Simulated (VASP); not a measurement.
A VASP calculation is set up with these files.

**KPOINTS**
```
Automatic
0
G
11 11 11
```

File POSCAR:
```
Au
1
    0.0000000000     2.0808000000     2.0808000000
    2.0808000000     0.0000000000     2.0808000000
    2.0808000000     2.0808000000     0.0000000000
Au
1
Direct
  0.0000000000   0.0000000000   0.0000000000
```

INCAR:
```
ENCUT=400   ! plane-wave cut-off (eV)
ALGO=Normal   ! blocked Davidson
LMAXMIX=6   ! l cut-off of mixed one-centre charges
NELM=100   ! most electronic steps
SYSTEM=Au
ISIF=2   ! forces and stress, cell fixed
LCHARG=F
LASPH=T   ! aspherical one-centre terms
LREAL=F   ! projection in real space or not
PREC=Accurate
SIGMA=0.1   ! width (eV)
LWAVE=F
GGA=PE
ISMEAR=1
EDIFF=1E-6   ! SCF stop (eV)
```

POTCAR, in this order: Au (PBE.64 set). Program: vasp_std.

Problem. Write an equivalent input for Quantum ESPRESSO's pw.x.

Solution. One equivalent input (not run):
```
&CONTROL
  calculation = 'scf'
  pseudo_dir = './pseudo'
  outdir = './out'
  tprnfor = .true.
  tstress = .true.
/
&SYSTEM
  ibrav = 0
  nat = 1
  ntyp = 1
  ecutwfc = 76
  occupations = 'smearing'
  smearing = 'methfessel-paxton'
  degauss = 0.00735
  input_dft = 'pbe'
/
&ELECTRONS
  conv_thr = 7.3e-08
  electron_maxstep = 100
/
ATOMIC_SPECIES
  Au 196.967 Au.upf
CELL_PARAMETERS angstrom
     0.0000000    2.0808000    2.0808000
     2.0808000    0.0000000    2.0808000
     2.0808000    2.0808000    0.0000000
ATOMIC_POSITIONS crystal
  Au   0.0000000  0.0000000  0.0000000
K_POINTS automatic
  11 11 11 0 0 0
```
What does not carry over: the potentials are each code's own (VASP's PAW set, PseudoDojo norm-conserving files in pw.x), so ENCUT and ecutwfc are chosen apart and not converted; conv_thr bounds pw.x's estimated SCF error, while EDIFF bounds the energy change between steps.

The compound is Au in the fcc structure. The cell was not relaxed at this level.
